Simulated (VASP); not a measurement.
Calculation: modified Becke-Johnson potential (mBJ) with spin-orbit coupling, VASP's PBE PAW potentials (set 64) (plane waves; VASP).

A VASP calculation is set up with these files.

**KPOINTS**
```
Automatic mesh
0
Gamma
6 6 6
0 0 0
```

KPOINTS_OPT:
```
k-points along high-symmetry lines
11
Line-mode
Reciprocal
  0.000000   0.000000   0.000000 ! GAMMA
  0.500000   0.000000   0.500000 ! X

  0.500000   0.000000   0.500000 ! X
  0.625000   0.250000   0.625000 ! U

  0.375000   0.375000   0.750000 ! K
  0.000000   0.000000   0.000000 ! GAMMA

  0.000000   0.000000   0.000000 ! GAMMA
  0.500000   0.500000   0.500000 ! L

  0.500000   0.500000   0.500000 ! L
  0.500000   0.250000   0.750000 ! W

  0.500000   0.250000   0.750000 ! W
  0.500000   0.000000   0.500000 ! X
```

### POSCAR
```
PbSe
1
    0.0000000000     3.1008445535     3.1008445535
    3.1008445535     0.0000000000     3.1008445535
    3.1008445535     3.1008445535     0.0000000000
Pb Se
1 1
Direct
  0.0000000000   0.0000000000   0.0000000000
  0.5000000000   0.5000000000   0.5000000000
```

INCAR:
```
SYSTEM = PbSe
PREC = Accurate; ENCUT = 350; LREAL = .FALSE.
LASPH = .TRUE.
EDIFF = 1E-6; NELM = 200; ALGO = Normal
LMAXMIX = 4; LMIXTAU = .TRUE.
ISMEAR = 0; SIGMA = 0.05
METAGGA = MBJ; GGA_COMPAT = .FALSE.
MAGMOM = 6*0; LSORBIT = .TRUE.
ISIF = 0
LWAVE = .FALSE.; LCHARG = .FALSE.
```

POTCAR, in this order: Pb_d Se (PBE.64 set). Program: vasp_ncl. Read from the step before: WAVECAR.

What VASP printed:

File OUTCAR:
```
 ion  position               nearest neighbor table
   1  0.000  0.000  0.000-   2 3.10   2 3.10   2 3.10   2 3.10   2 3.10   2 3.10
   2  0.500  0.500  0.500-   1 3.10   1 3.10   1 3.10   1 3.10   1 3.10   1 3.10
  LATTYP: Found a face centered cubic cell.
 ALAT       =     6.2016891070
 Subroutine PRICEL returns:
 Original cell was already a primitive cell.
 Subroutine GETGRP returns: Found 48 space group operations
The static configuration has the point symmetry O_h .
The dynamic configuration has the point symmetry O_h .
The overall configuration has the point symmetry O_h .
 Subroutine INISYM returns: Found 48 space group operations
 Subroutine IBZKPT returns following result:
 Found     16 irreducible k-points:

 Following reciprocal coordinates:
            Coordinates               Weight
  0.000000  0.000000  0.000000      1.000000
  0.166667  0.000000  0.000000      8.000000
  0.333333  0.000000  0.000000      8.000000
  0.500000  0.000000  0.000000      4.000000
  0.166667  0.166667  0.000000      6.000000
  0.333333  0.166667  0.000000     24.000000
  0.500000  0.166667  0.000000     24.000000
 -0.333333  0.166667  0.000000     24.000000
...
```

File OSZICAR:
```
       N       E                     dE             d eps       ncg     rms          rms(c)
DAV:   1     0.127066249705E+04    0.12707E+04   -0.20811E+00   992   0.162E+01    0.301E+00
DAV:   2     0.127063512119E+04   -0.27376E-01   -0.95380E-01   968   0.792E+00    0.620E+00
DAV:   3     0.127037427450E+04   -0.26085E+00   -0.74301E-02  1220   0.238E+00    0.824E+00
DAV:   4     0.127109545348E+04    0.72118E+00   -0.84090E-02   896   0.331E+00    0.276E+00
DAV:   5     0.127130793389E+04    0.21248E+00   -0.10764E-01   896   0.258E+00    0.172E+00
DAV:   6     0.127137671016E+04    0.68776E-01   -0.32515E-03  1148   0.496E-01    0.138E+00
DAV:   7     0.127141244519E+04    0.35735E-01   -0.11984E-03   952   0.283E-01    0.111E+00
DAV:   8     0.127159891723E+04    0.18647E+00   -0.40935E-03   896   0.713E-01    0.343E-01
DAV:   9     0.127157210925E+04   -0.26808E-01   -0.18272E-03   924   0.415E-01    0.489E-02
DAV:  10     0.127158485732E+04    0.12748E-01   -0.38118E-04   908   0.235E-01    0.114E-01
DAV:  11     0.127157750320E+04   -0.73541E-02   -0.13421E-04   928   0.137E-01    0.474E-02
DAV:  12     0.127157599546E+04   -0.15077E-02   -0.21645E-05   876   0.464E-02    0.352E-02
DAV:  13     0.127157727746E+04    0.12820E-02   -0.12465E-06   852   0.932E-03    0.406E-02
DAV:  14     0.127157715087E+04   -0.12659E-03   -0.29815E-06   804   0.157E-02    0.254E-02
DAV:  15     0.127157668954E+04   -0.46133E-03   -0.11243E-06   792   0.912E-03    0.162E-02
DAV:  16     0.127157624263E+04   -0.44690E-03   -0.46683E-07   552   0.615E-03    0.113E-02
DAV:  17     0.127157568375E+04   -0.55888E-03   -0.93313E-08   472   0.275E-03    0.482E-03
DAV:  18     0.127157534763E+04   -0.33612E-03   -0.54330E-08   472   0.247E-03    0.203E-03
DAV:  19     0.127157514939E+04   -0.19824E-03   -0.13832E-08   472   0.157E-03    0.349E-04
DAV:  20     0.127157509678E+04   -0.52612E-04   -0.64369E-09   472   0.857E-04    0.204E-04
DAV:  21     0.127157504745E+04   -0.49333E-04   -0.18617E-09   472   0.614E-04    0.126E-04
DAV:  22     0.127157505606E+04    0.86160E-05   -0.86856E-10   464   0.379E-04    0.720E-05
DAV:  23     0.127157505140E+04   -0.46674E-05   -0.29350E-10   460   0.217E-04    0.418E-05
DAV:  24     0.127157505102E+04   -0.37397E-06   -0.27381E-10   460   0.195E-04
   1 F= 0.12715751E+04 E0= 0.12715751E+04  d E =-.223486E-13  mag=     0.0000     0.0000    -0.0000
       N       E                     dE             ncg
       N       E                     dE             ncg
       N       E                     dE             ncg
       N       E                     dE             ncg
       N       E                     dE             ncg
```

File OUTCAR:
```
------------------------ aborting loop because EDIFF is reached ----------------------------------------
  volume of cell :       59.63
      direct lattice vectors                 reciprocal lattice vectors
     0.000000000  3.100844553  3.100844553    -0.161246393  0.161246393  0.161246393
     3.100844553  0.000000000  3.100844553     0.161246393 -0.161246393  0.161246393
     3.100844553  3.100844553  0.000000000     0.161246393  0.161246393 -0.161246393
  FREE ENERGIE OF THE ION-ELECTRON SYSTEM (eV)
  ---------------------------------------------------
  free  energy   TOTEN  =      1271.5750510233 eV

  energy  without entropy=     1271.5750510233  energy(sigma->0) =     1271.57505102

     CMBJ =    1.0000

     CMBJA=   -0.0120

     CMBJB=    1.0230

     CMBJE=    0.5000

    CMBJ =    1.2420

 Ion:    1  E_soc:     -0.7531259

 Ion:    2  E_soc:     -0.0423441
```
(Selected blocks of OUTCAR.)

OUTCAR:
```
 val. band max:        4.7142766794   @ k =   0.5000   0.0000   0.0000

 cond. band min:       5.2147316591   @ k =   0.5000   0.0000   0.0000


 Fermi energy:         4.9591539500

 k-point     1 :       0.0000    0.0000    0.0000
  band No.  band energies     occupation
      1     -13.9783      1.00000
      2     -13.9783      1.00000
      3     -13.9783      1.00000
      4     -13.9783      1.00000
      5     -11.3998      1.00000
      6     -11.3998      1.00000
      7     -11.3998      1.00000
      8     -11.3998      1.00000
      9     -11.3901      1.00000
     10     -11.3901      1.00000
     11      -8.5090      1.00000
     12      -8.5090      1.00000
     13      -1.2634      1.00000
     14      -1.2634      1.00000
     15       2.4580      1.00000
     16       2.4580      1.00000
     17       3.0256      1.00000
     18       3.0256      1.00000
     19       3.0256      1.00000
     20       3.0256      1.00000
     21       8.2324      0.00000
     22       8.2324      0.00000
     23      10.4292      0.00000
     24      10.4292      0.00000
     25      10.4292      0.00000
     26      10.4292      0.00000
     27      11.5513      0.00000
     28      11.5513      0.00000

 k-point     2 :       0.1667    0.0000    0.0000
  band No.  band energies     occupation
      1     -13.9790      1.00000
      2     -13.9790      1.00000
      3     -13.9764      1.00000
      4     -13.9764      1.00000
      5     -11.4046      1.00000
      6     -11.4046      1.00000
      7     -11.3975      1.00000
      8     -11.3975      1.00000
      9     -11.3861      1.00000
     10     -11.3861      1.00000
     11      -8.3275      1.00000
     12      -8.3275      1.00000
     13      -1.8945      1.00000
     14      -1.8945      1.00000
     15       2.6425      1.00000
     16       2.6425      1.00000
     17       3.0796      1.00000
     18       3.0796      1.00000
     19       3.4044      1.00000
     20       3.4044      1.00000
...
```

mBJ is a potential without an energy functional, so only the levels count.

The compound is PbSe in the rock salt structure. It was relaxed first. The cell's shape comes from a PBE relaxation.
